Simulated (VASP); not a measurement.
OSZICAR of a VASP run on Tb (atoms displaced from the space group 194 structure):

File OSZICAR:
```
       N       E                     dE             d eps       ncg     rms          rms(c)
DAV:   1     0.511674629793E+03    0.51167E+03   -0.15446E+04  5960   0.848E+02
DAV:   2     0.641724382535E+02   -0.44750E+03   -0.40481E+03  6609   0.213E+02
DAV:   3    -0.259916710581E+02   -0.90164E+02   -0.86035E+02  7492   0.872E+01
DAV:   4    -0.296915497835E+02   -0.36999E+01   -0.35865E+01  7570   0.181E+01
DAV:   5    -0.298194771692E+02   -0.12793E+00   -0.12683E+00  8369   0.319E+00    0.311E+02
DAV:   6    -0.857213399012E+02   -0.55902E+02   -0.11943E+02  6866   0.676E+01    0.347E+02
DAV:   7    -0.159601155668E+03   -0.73880E+02   -0.91970E+02  7870   0.989E+01    0.254E+02
DAV:   8    -0.282026673216E+03   -0.12243E+03   -0.41016E+03 10241   0.668E+01    0.324E+02
DAV:   9    -0.189032168080E+03    0.92995E+02   -0.14013E+03  9931   0.574E+01    0.241E+02
DAV:  10    -0.122424740351E+03    0.66607E+02   -0.22308E+03 10374   0.532E+01    0.279E+02
DAV:  11    -0.208387414015E+03   -0.85963E+02   -0.82123E+02  7664   0.701E+01    0.218E+02
DAV:  12    -0.109826534134E+03    0.98561E+02   -0.75117E+02  9206   0.484E+01    0.244E+02
DAV:  13    -0.377417925053E+02    0.72085E+02   -0.56138E+02  8007   0.307E+01    0.217E+02
DAV:  14    -0.565976193479E+01    0.32082E+02   -0.31723E+01  7473   0.201E+01    0.196E+02
DAV:  15    -0.586759005360E+01   -0.20783E+00   -0.36909E+00  7871   0.676E+00    0.206E+02
DAV:  16    -0.269745115827E+02   -0.21107E+02   -0.93603E+00  7639   0.326E+01    0.224E+02
DAV:  17    -0.181751829036E+02    0.87993E+01   -0.64519E+00  6791   0.863E+00    0.213E+02
DAV:  18    -0.158083275328E+02    0.23669E+01   -0.13574E+00  7317   0.451E+00    0.219E+02
DAV:  19    -0.153035198788E+02    0.50481E+00   -0.27435E-01  7272   0.194E+00    0.216E+02
DAV:  20    -0.145215198866E+02    0.78200E+00   -0.70019E-02  7478   0.105E+00    0.215E+02
DAV:  21    -0.145735484028E+02   -0.52029E-01   -0.68240E-02  7089   0.896E-01    0.213E+02
DAV:  22    -0.154035853748E+02   -0.83004E+00   -0.12433E-01  7118   0.129E+00    0.213E+02
DAV:  23    -0.152192593877E+02    0.18433E+00   -0.23718E-02  7647   0.495E-01    0.212E+02
DAV:  24    -0.155062435896E+02   -0.28698E+00   -0.16964E-01  6849   0.140E+00    0.210E+02
DAV:  25    -0.156196779709E+02   -0.11343E+00   -0.45501E-02  7043   0.755E-01    0.210E+02
DAV:  26    -0.158929967856E+02   -0.27332E+00   -0.56307E-02  7070   0.804E-01    0.210E+02
DAV:  27    -0.157479784835E+02    0.14502E+00   -0.21081E-02  7552   0.525E-01    0.210E+02
DAV:  28    -0.157491028936E+02   -0.11244E-02   -0.13262E-02  6667   0.416E-01    0.209E+02
DAV:  29    -0.144776220184E+02    0.12715E+01   -0.10894E+00  6729   0.342E+00    0.205E+02
DAV:  30    -0.143360264145E+02    0.14160E+00   -0.67213E-01  7052   0.398E+00    0.205E+02
DAV:  31    -0.113653668214E+02    0.29707E+01   -0.16688E+00  7324   0.592E+00    0.201E+02
DAV:  32    -0.119934802135E+02   -0.62811E+00   -0.92891E-01  6999   0.396E+00    0.200E+02
DAV:  33    -0.119307759055E+02    0.62704E-01   -0.71842E-02  7806   0.117E+00    0.200E+02
DAV:  34    -0.116998249279E+02    0.23095E+00   -0.10381E-02  8152   0.388E-01    0.200E+02
DAV:  35    -0.103967171166E+02    0.13031E+01   -0.54204E-01  7262   0.330E+00    0.203E+02
DAV:  36    -0.437963102988E+01    0.60171E+01   -0.27043E+00  7217   0.106E+01    0.187E+02
DAV:  37    -0.323244617822E+01    0.11472E+01   -0.35724E+00  7827   0.533E+00    0.167E+02
DAV:  38    -0.521234627459E+01   -0.19799E+01   -0.10470E+00  6275   0.355E+00    0.166E+02
DAV:  39    -0.553409923031E+01   -0.32175E+00   -0.32826E-01  7873   0.201E+00    0.166E+02
DAV:  40    -0.619373974149E+01   -0.65964E+00   -0.74749E-01  7172   0.232E+00    0.165E+02
DAV:  41    -0.595842537750E+01    0.23531E+00   -0.11522E-01  7090   0.982E-01    0.165E+02
DAV:  42    -0.679954969755E+01   -0.84112E+00   -0.21368E-01  7426   0.131E+00    0.165E+02
DAV:  43    -0.608328640148E+01    0.71626E+00   -0.25784E-01  8313   0.226E+00    0.161E+02
DAV:  44    -0.641853610897E+01   -0.33525E+00   -0.43233E-02  6809   0.703E-01    0.161E+02
DAV:  45    -0.655743813176E+01   -0.13890E+00   -0.65223E-02  7900   0.128E+00    0.160E+02
DAV:  46    -0.721703740277E+01   -0.65960E+00   -0.23453E-01  8479   0.255E+00    0.154E+02
DAV:  47    -0.740252139297E+01   -0.18548E+00   -0.41421E-01  6810   0.245E+00    0.158E+02
DAV:  48    -0.818205648835E+01   -0.77954E+00   -0.46432E-01  7378   0.381E+00    0.152E+02
DAV:  49    -0.828985648526E+01   -0.10780E+00   -0.45022E-01  7008   0.269E+00    0.143E+02
DAV:  50    -0.808424728516E+01    0.20561E+00   -0.83461E-01  6702   0.346E+00    0.134E+02
DAV:  51    -0.243382756435E+02   -0.16254E+02   -0.55268E+01  6992   0.368E+01    0.200E+02
DAV:  52    -0.979576945766E+01    0.14543E+02   -0.18787E+01  6720   0.159E+01    0.191E+02
DAV:  53    -0.232431997383E+01    0.74714E+01   -0.24387E+01  7956   0.195E+01    0.165E+02
DAV:  54    -0.109002638514E+02   -0.85759E+01   -0.10829E+01  7423   0.129E+01    0.166E+02
DAV:  55    -0.149282951485E+02   -0.40280E+01   -0.15254E+00  8047   0.675E+00    0.162E+02
DAV:  56    -0.246067956726E+02   -0.96785E+01   -0.18401E+02  7646   0.492E+01    0.259E+02
DAV:  57    -0.768791921590E+01    0.16919E+02   -0.20787E+02  7871   0.394E+01    0.169E+02
DAV:  58    -0.187272671202E+02   -0.11039E+02   -0.14022E+01  7426   0.127E+01    0.183E+02
DAV:  59    -0.152578416724E+02    0.34694E+01   -0.16094E+00  7172   0.431E+00    0.180E+02
DAV:  60    -0.150031427814E+02    0.25470E+00   -0.92704E-02  8886   0.938E-01    0.180E+02
DAV:  61    -0.148115046897E+02    0.19164E+00   -0.13137E+01  7280   0.909E+00    0.179E+02
DAV:  62    -0.168794994123E+02   -0.20680E+01   -0.47170E-01  7294   0.251E+00    0.180E+02
DAV:  63    -0.158200042077E+02    0.10595E+01   -0.20173E-01  7684   0.165E+00    0.175E+02
DAV:  64    -0.163047783304E+02   -0.48477E+00   -0.27460E-02  7974   0.861E-01    0.175E+02
DAV:  65    -0.171965445539E+02   -0.89177E+00   -0.75588E-02  7405   0.111E+00    0.178E+02
DAV:  66    -0.173058130901E+02   -0.10927E+00   -0.22038E+00  7112   0.798E+00    0.182E+02
DAV:  67    -0.162340246704E+02    0.10718E+01   -0.42203E+00  7584   0.529E+00    0.171E+02
DAV:  68    -0.158723901083E+02    0.36163E+00   -0.46894E-01  7241   0.205E+00    0.169E+02
DAV:  69    -0.154239798478E+02    0.44841E+00   -0.86338E-02  7937   0.101E+00    0.167E+02
DAV:  70    -0.152437674479E+02    0.18021E+00   -0.10233E-01  7407   0.100E+00    0.165E+02
DAV:  71    -0.111866151142E+02    0.40572E+01   -0.14036E+01  7458   0.131E+01    0.178E+02
DAV:  72    -0.961243262030E+01    0.15742E+01   -0.12620E+01  7414   0.104E+01    0.135E+02
DAV:  73    -0.977736851883E+01   -0.16494E+00   -0.18657E+00  7162   0.672E+00    0.136E+02
DAV:  74    -0.892084679994E+01    0.85652E+00   -0.11190E+00  6813   0.448E+00    0.128E+02
DAV:  75    -0.101916037464E+02   -0.12708E+01   -0.37452E-01  7811   0.353E+00    0.129E+02
DAV:  76    -0.667188971505E+01    0.35197E+01   -0.11440E+01  7558   0.208E+01    0.857E+01
DAV:  77    -0.149351598523E+02   -0.82633E+01   -0.27567E+01  7034   0.199E+01    0.136E+02
DAV:  78    -0.119352783493E+02    0.29999E+01   -0.32102E+00  7141   0.950E+00    0.118E+02
DAV:  79    -0.112764581953E+02    0.65882E+00   -0.89365E-01  7786   0.452E+00    0.120E+02
DAV:  80    -0.988172870807E+01    0.13947E+01   -0.38261E-01  7544   0.427E+00    0.121E+02
DAV:  81    -0.125991274356E+02   -0.27174E+01   -0.75567E+00  7550   0.193E+01    0.146E+02
DAV:  82    -0.138256507008E+02   -0.12265E+01   -0.24676E+00  7304   0.693E+00    0.150E+02
DAV:  83    -0.130802268908E+02    0.74542E+00   -0.23047E-01  7494   0.186E+00    0.149E+02
DAV:  84    -0.128987539665E+02    0.18147E+00   -0.31717E-02  7800   0.578E-01    0.148E+02
DAV:  85    -0.117970981771E+02    0.11017E+01   -0.62916E-01  8038   0.244E+00    0.136E+02
DAV:  86    -0.179432316522E+02   -0.61461E+01   -0.65586E+00  6868   0.102E+01    0.128E+02
DAV:  87    -0.194438894374E+02   -0.15007E+01   -0.50956E-01  7406   0.389E+00    0.127E+02
DAV:  88    -0.197792763496E+02   -0.33539E+00   -0.16541E-01  7786   0.203E+00    0.125E+02
DAV:  89    -0.200751778512E+02   -0.29590E+00   -0.30911E-01  7236   0.241E+00    0.123E+02
DAV:  90    -0.205739646950E+02   -0.49879E+00   -0.91794E-01  7493   0.248E+00    0.121E+02
DAV:  91    -0.213825064924E+02   -0.80854E+00   -0.92512E-01  7186   0.617E+00    0.115E+02
DAV:  92    -0.201127307518E+02    0.12698E+01   -0.11576E+00  7041   0.535E+00    0.108E+02
DAV:  93    -0.202379547746E+02   -0.12522E+00   -0.20631E-01  7151   0.183E+00    0.108E+02
DAV:  94    -0.204609848304E+02   -0.22303E+00   -0.62369E-02  7167   0.889E-01    0.108E+02
DAV:  95    -0.204852601641E+02   -0.24275E-01   -0.22334E-02  7080   0.575E-01    0.107E+02
DAV:  96    -0.214923538974E+02   -0.10071E+01   -0.88436E+00  7368   0.133E+01    0.130E+02
DAV:  97    -0.211296003327E+02    0.36275E+00   -0.59651E+00  7200   0.112E+01    0.110E+02
DAV:  98    -0.219962326378E+02   -0.86663E+00   -0.60519E-01  7191   0.427E+00    0.110E+02
DAV:  99    -0.228780376762E+02   -0.88181E+00   -0.12011E+00  7251   0.509E+00    0.113E+02
DAV: 100    -0.232750551212E+02   -0.39702E+00   -0.17643E-01  7029   0.185E+00
   1 F= -.23275055E+02 E0= -.23047001E+02  d E =-.456108E+00  mag=    -4.1923
```

Question: Which electronic solver shows in the log?

Answer: It is blocked Davidson (ALGO = Normal, or the opening steps of other solvers). The INCAR had ALGO = Normal.

Question: How was spin treated?

Answer: Collinear spin (ISPIN = 2): the summary line carries one mag value, -4.19 μB in the cell.

Question: Can the final energy be trusted as converged?

Answer: Convergence was not reached. It stopped with EDIFF = 1E-6, NELM = 100 (PBE GGA, plane waves, VASP's PBE PAW potentials (set 64)).

The structure was generated: Tb was put into an ordered model structure, which need not be its known phase. The cell was not relaxed at this level, atoms are displaced from their ideal sites. The k-mesh is coarse (spacing up to 0.39 per Å, 2π included), so the numbers may not be converged in it. The run is one of a series of settings (ENCUT = 180 against the base run), some of them coarse on purpose.
